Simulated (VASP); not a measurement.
# CdSb2O4 in VASP: further runs, part 2 of 2

VASP 6.6.1.

## Step 3: Relaxation of cell and atoms, PBE

This run uses another cell than the first one, of 21.01 Å³/atom, 0.996 times its volume.

Input file INCAR:

```
ALGO     = Fast           # electronic algorithm
EDIFF    = 1E-4           # SCF threshold, eV
EDIFFG   = -0.08          # ionic threshold
ENCUT    = 520            # plane-wave cutoff, eV
GGA      = PE             # functional
IBRION   = 2              # ionic algorithm
ISIF     = 3              # what is computed and relaxed
ISMEAR   = 0              # smearing method
LASPH    = True           # aspherical terms in the spheres
LCHARG   = False          # write CHGCAR
LREAL    = False          # projectors in reciprocal space
LWAVE    = False          # write WAVECAR
NELM     = 60             # most SCF steps
NSW      = 24             # ionic steps
PREC     = Normal         # precision mode
SIGMA    = 0.15           # smearing width, eV
```

Input file KPOINTS:

```
k-points
0
Gamma
  4 4 4
```

Input file POSCAR:

```
CdSb2O4
1.0
    2.3143141600      1.3361699000      7.9254392000
   -2.3143141600      1.3361699000      7.9254392000
    0.0000000000     -2.6723398100      7.9254392000
Cd Sb O
1 2 4
Direct
    0.0000000000      0.0000000000      0.0000000000
    0.0937170800      0.0937170800      0.0937170800
    0.9062829200      0.9062829200      0.9062829200
    0.7932742800      0.7932742800      0.7932742800
    0.5972729300      0.5972729300      0.5972729300
    0.2067257200      0.2067257200      0.2067257200
    0.4027270700      0.4027270700      0.4027270700
```

Potentials or basis: VASP PAW PBE potentials, release 64 (Cd, Sb, O).

Command:

```console
> cat potpaw_PBE.64/Cd/POTCAR potpaw_PBE.64/Sb/POTCAR potpaw_PBE.64/O/POTCAR > POTCAR
> mpirun -np 1 vasp_std > vasp.out
```

OUTCAR:

```text
EDIFF = 1E-4
   EDIFFG = -0.08
   ENCUT = 520
   GGA = PE
   IBRION = 2
   ISIF = 3
   ISMEAR = 0
   LASPH = True
   LREAL = False
   NELM = 60
   NSW = 24
   PREC = Normal

 ion  position               nearest neighbor table
   1  0.000  0.000  0.000-   2 2.23   3 2.23
   2  0.094  0.094  0.094-   1 2.23   6 2.69   7 2.73   7 2.73   7 2.73   4 2.78   4 2.78   4 2.78

   3  0.906  0.906  0.906-   1 2.23   4 2.69   5 2.73   5 2.73   5 2.73   6 2.78   6 2.78   6 2.78

   4  0.793  0.793  0.793-   3 2.69   2 2.78   2 2.78   2 2.78
   5  0.597  0.597  0.597-   3 2.73   3 2.73   3 2.73
   6  0.207  0.207  0.207-   2 2.69   3 2.78   3 2.78   3 2.78
   7  0.403  0.403  0.403-   2 2.73   2 2.73   2 2.73

  LATTYP: Found a trigonal (rhomboedric) cell.
 ALAT       =     8.3638499835
 COS(alpha) =     0.8468693410

  Lattice vectors:

 A1 = (   2.3143141600,   1.3361699000,   7.9254392000)
 A2 = (  -2.3143141600,   1.3361699000,   7.9254392000)
 A3 = (   0.0000000000,  -2.6723398100,   7.9254392000)

Analysis of symmetry for initial positions (statically):
=====================================================================
 Subroutine PRICEL returns:
 Original cell was already a primitive cell.

 Routine SETGRP: Setting up the symmetry group for a
 trigonal (rhombohedral) supercell.

 Subroutine GETGRP returns: Found 12 space group operations
 (whereof 12 operations were pure point group operations)
 out of a pool of 12 trial point group operations.

The static configuration has the point symmetry D_3d.

Analysis of symmetry for dynamics (positions and initial velocities):
=====================================================================
 Subroutine PRICEL returns:
 Original cell was already a primitive cell.

 Routine SETGRP: Setting up the symmetry group for a
 trigonal (rhombohedral) supercell.

 Subroutine GETGRP returns: Found 12 space group operations
 (whereof 12 operations were pure point group operations)
 out of a pool of 12 trial point group operations.

The dynamic configuration has the point symmetry D_3d.

 Subroutine INISYM returns: Found 12 space group operations
 (whereof 12 operations are pure point group operations),
 and found     1 'primitive' translations

----------------------------------------------------------------------------------------

                                     Primitive cell

  volume of cell :     147.0478

  direct lattice vectors                    reciprocal lattice vectors
     2.314314160  1.336169900  7.925439200     0.216046727  0.124734636  0.042058658
    -2.314314160  1.336169900  7.925439200    -0.216046727  0.124734636  0.042058658
     0.000000000 -2.672339810  7.925439200     0.000000000 -0.249469272  0.042058657

  length of vectors
     8.363849983  8.363849983  8.363849985     0.252989819  0.252989819  0.252989819

  position of ions in fractional coordinates (direct lattice)
     0.000000000  0.000000000  0.000000000
     0.093717080  0.093717080  0.093717080
     0.906282920  0.906282920  0.906282920
     0.793274280  0.793274280  0.793274280
     0.597272930  0.597272930  0.597272930
     0.206725720  0.206725720  0.206725720
     0.402727070  0.402727070  0.402727070
[... 57 lines left out ...]
   ions per type =               1   2   4
   NGX,Y,Z   is equivalent  to a cutoff of   9.54,  9.54,  9.54 a.u.
   NGXF,Y,Z  is equivalent  to a cutoff of  19.08, 19.08, 19.08 a.u.
 SYSTEM =  unknown system
   PREC   = normal    normal or accurate (medium, high low for compatibility)
   ISTART =      0    job   : 0-new  1-cont  2-samecut
   ICHARG =      2    charge: 1-file 2-atom 10-const
   ISPIN  =      1    spin polarized calculation?
   LNONCOLLINEAR =      F non collinear calculations
   LSORBIT =      F    spin-orbit coupling
   LASPH  =      T    aspherical Exc in radial PAW
   ENCUT  =  520.0 eV  38.22 Ry    6.18 a.u.  15.55 15.55 15.55*2*pi/ulx,y,z
   NELM   =     60;   NELMIN=  2; NELMDL= -5     # of ELM steps
   EDIFF  = 0.1E-03   stopping-criterion for ELM
   LREAL  =      F    real-space projection
   EDIFFG = -.8E-01   stopping-criterion for IOM
   NSW    =     24    number of steps for IOM
   IBRION =      2    ionic relax: 0-MD 1-quasi-New 2-CG
   NFREE  =      1    steps in history (QN), initial steepest desc. (CG)
   ISIF   =      3    stress and relaxation
   ISYM   =      2    0-nonsym 1-usesym 2-fastsym
   POTIM  = 0.5000    time-step for ionic-motion
   TEBEG  =    0.0;   TEEND  =   0.0 temperature during run
   PSTRESS=    0.0 pullay stress
   NELECT =      46.0000    total number of electrons
   NUPDOWN=      -1.0000    fix difference up-down
   EMIN   =  10.00;   EMAX   =-10.00  energy-range for DOS
   EFERMI =   0.00;   METHOD = LEGACY
   ISMEAR =     0;   SIGMA  =   0.15  broadening in eV -4-tet -1-fermi 0-gaus
   EFERMI_NEDOS =   21; number of points for ismear=-14 and -15
   IALGO  =     68    algorithm
   IMIX   =      4    mixing-type and parameters
     AMIX     =   0.40;   BMIX     =  1.00
     AMIX_MAG =   1.60;   BMIX_MAG =  1.00
  volume/ion in A,a.u.               =      21.01       141.76
  Fermi-wavevector in a.u.,A,eV,Ry     =   1.111325  2.100101 16.803796  1.235044
  Thomas-Fermi vector in A             =   2.247887
   LORBIT       =      0    0 simple, 1 ext, 2 COOP (PROOUT), +10 PAW based schemes
   GGA     = PE    functional components
   LHFCALC =     F    Hartree Fock is set to
   AEXX    =    0.0000 exact exchange contribution
   IVDW    =     0    specifies the selected vdW correction
   LEPSILON=     F    determine dielectric tensor
   LRPA    =     F    only Hartree local field effects (RPA)
 conjugate gradient relaxation of ions
 non-spin polarized calculation
 RMM-DIIS sequential band-by-band and
 Gauss-broadening in eV      SIGMA  =   0.15
  energy-cutoff  :      520.00
  volume of cell :      147.05
 maximum number of plane-waves:      4001
   NGX = 31   NGY = 31   NGZ = 31

--------------------------------------- Ionic step        1  -------------------------------------------

 number of electron      45.9999989 magnetization

 Free energy of the ion-electron system (eV)
  ---------------------------------------------------
  ext. energy  EPLUGINS =         0.00000000
  ---------------------------------------------------
  free energy    TOTEN  =       -23.63974466 eV

  energy without entropy =      -23.62731433  energy(sigma->0) =      -23.63352949

------------------------ aborting loop because EDIFF is reached ----------------------------------------

  FORCE on cell =-STRESS in cart. coord.  units (eV):
  Direction    XX          YY          ZZ          XY          YZ          ZX
  --------------------------------------------------------------------------------------
  -------------------------------------------------------------------------------------
  Total      -21.8473603    -21.8473603     25.4673599      0.0000000     -0.0000000      0.0000000
  in kB     -238.0405614   -238.0405614    277.4827066      0.0000000     -0.0000001      0.0000000
  external PRESSURE =     -66.1994721 kB  Pullay stress =       0.0000000 kB
[... 104 lines left out ...]
  FREE ENERGIE OF THE ION-ELECTRON SYSTEM (eV)
  ---------------------------------------------------
  free  energy   TOTEN  =       -32.4229529841 eV

  energy  without entropy=      -32.3950186602  energy(sigma->0) =      -32.40898582

 E-fermi :   3.7213     XC(G=0):  -9.6860

 val. band max:        3.5597410718   @ k =  -0.2500   0.2500   0.2500
 cond. band min:       3.7453438650   @ k =   0.5000   0.5000  -0.0000
 fundamental gap:      0.1856027932
 Fermi energy:         3.7212864549

 k-point     1 :       0.0000    0.0000    0.0000
  band No.  band energies     occupation
      1     -15.0111      2.00000
      2     -14.2509      2.00000
      3     -12.5497      2.00000
      4     -12.4769      2.00000
      5      -4.7472      2.00000
      6      -4.5675      2.00000
[... 379 lines left out ...]
     26       7.1428      0.00000
     27       7.1439      0.00000

[... ionic steps 4 to 15 ...]

--------------------------------------- Ionic step       16  -------------------------------------------

 number of electron      46.0000011 magnetization

------------------------ aborting loop because EDIFF is reached ----------------------------------------
[... 77 lines left out ...]
--------------------------------------- Ionic step       18  -------------------------------------------

 number of electron      46.0000008 magnetization

 Free energy of the ion-electron system (eV)
  ---------------------------------------------------
  ext. energy  EPLUGINS =         0.00000000
  ---------------------------------------------------
  free energy    TOTEN  =       -34.99208632 eV

  energy without entropy =      -34.99208632  energy(sigma->0) =      -34.99208632

 E-fermi :   6.0985     XC(G=0): -10.6877

 val. band max:        5.4458967842   @ k =   0.2500   0.0000  -0.0000
 cond. band min:       6.7295153787   @ k =   0.0000   0.0000   0.0000
 fundamental gap:      1.2836185945
 Fermi energy:         6.0985402324

 k-point     1 :       0.0000    0.0000    0.0000
  band No.  band energies     occupation
      1     -14.4330      2.00000
      2     -12.7136      2.00000
      3     -11.3443      2.00000
      4     -11.0221      2.00000
      5      -3.2950      2.00000
      6      -2.7805      2.00000
[... 413 lines left out ...]
  FREE ENERGIE OF THE ION-ELECTRON SYSTEM (eV)
  ---------------------------------------------------
  free  energy   TOTEN  =       -34.9920863152 eV

  energy  without entropy=      -34.9920863151  energy(sigma->0) =      -34.99208632

 reached required accuracy - stopping structural energy minimisation
```

Run time: 7.2 min. Hardware: 1 thread of Intel Xeon 6975P-C (Granite Rapids), shared host; peak memory 0.37 GiB.

What came out:

| Item | Value |
| --- | --- |
| Free energy | -34.9921 eV |
| Relaxed volume | 14.68 Å³/atom |
| Relaxed cell | a = 9.313 Å, b = 9.313 Å, c = 9.313 Å, α = 22.38°, β = 22.38°, γ = 22.38° |
| Space group after relaxing (to 0.05 Å) | R-3m (No. 166) |
| Energy gained by relaxing | 1621.8 meV/atom |
| Ionic steps | 18 |
| Pressure after relaxing | 0.0 GPa |
| Largest force after relaxing | 0.052 eV/Å |
| Band gap on the k mesh | 1.28 eV, indirect (least direct gap 1.55 eV) |

Forces on the atoms (eV/Å):
```
Cd   0.000  0.000  0.000
Sb   0.000  0.000  0.039
Sb   0.000  0.000 -0.039
O    0.000  0.000 -0.052
O    0.000  0.000  0.010
O    0.000  0.000  0.052
O    0.000  0.000 -0.010
```

The path:
| step | energy change (eV) | largest force (eV/Å) | pressure (GPa) | volume (Å³) |
| --- | --- | --- | --- | --- |
| 1 | 0.0000 | 11.2700 | -6.62 | 147.05 |
| 2 | -8.8130 | 1.6639 | -9.51 | 124.72 |
| 3 | -8.7832 | 1.6152 | -10.61 | 125.96 |
| 4 | -8.8024 | 1.6339 | -10.15 | 125.37 |
| 5 | -9.5791 | 2.2326 | 6.23 | 104.93 |
| 6 | -9.6044 | 2.0237 | 3.57 | 107.45 |
| 7 | -10.4492 | 1.5367 | 3.65 | 103.91 |
| 8 | -10.7201 | 1.4459 | 4.95 | 99.86 |
| 9 | -10.7584 | 1.4955 | 4.34 | 101.08 |
| 10 | -11.0357 | 0.8988 | -3.08 | 106.84 |
| 11 | -11.0404 | 0.8110 | -3.76 | 107.74 |
| 12 | -11.2314 | 0.7912 | -0.76 | 105.02 |
| 13 | -11.2320 | 0.8842 | -0.46 | 104.87 |
| 14 | -11.3217 | 0.5398 | 0.55 | 103.16 |
| 15 | -11.3374 | 0.4109 | 1.56 | 101.96 |
| 16 | -11.3359 | 0.3236 | -2.06 | 104.48 |
| 17 | -11.3501 | 0.0937 | -0.44 | 103.15 |
| 18 | -11.3523 | 0.0522 | -0.01 | 102.73 |

Final structure:
```cif
data_structure
_symmetry_space_group_name_H-M 'P 1'
_symmetry_Int_Tables_number 1
_cell_length_a 9.3127
_cell_length_b 9.3127
_cell_length_c 9.3127
_cell_angle_alpha 22.385
_cell_angle_beta 22.385
_cell_angle_gamma 22.385
_cell_volume 102.73
loop_
_atom_site_label
_atom_site_type_symbol
_atom_site_fract_x
_atom_site_fract_y
_atom_site_fract_z
_atom_site_occupancy
Cd1 Cd 0.00000 0.00000 0.00000 1
Sb1 Sb 0.10856 0.10856 0.10856 1
Sb2 Sb 0.89144 0.89144 0.89144 1
O1 O 0.80568 0.80568 0.80568 1
O2 O 0.61688 0.61688 0.61688 1
O3 O 0.19432 0.19432 0.19432 1
O4 O 0.38312 0.38312 0.38312 1
```

Levels at points of the mesh, in eV from the valence-band top:
```tsv
k point	band 20	band 21	band 22	band 23	band 24	band 25	band 26	band 27
(0.00, 0.00, 0.00)	-1.64	-1.17	-1.17	-0.29	1.28	1.79	3.85	3.85
(0.50, 0.00, 0.00)	-1.85	-1.28	-0.96	-0.50	1.92	2.87	4.43	4.48
(0.50, 0.50, 0.00)	-1.88	-1.20	-0.59	-0.37	1.65	2.79	4.42	5.07
(0.50, 0.50, 0.50)	-1.62	-1.18	-1.18	-0.87	1.55	1.77	3.86	3.86
```

Caveat: the volume moved by over 15 % at a fixed basis, so the end points are rough; spin-orbit coupling is left out, which moves the levels of the heavy elements; the relaxation stopped at a loose force limit of 0.08 eV/Å, so its end isn't a converged minimum.
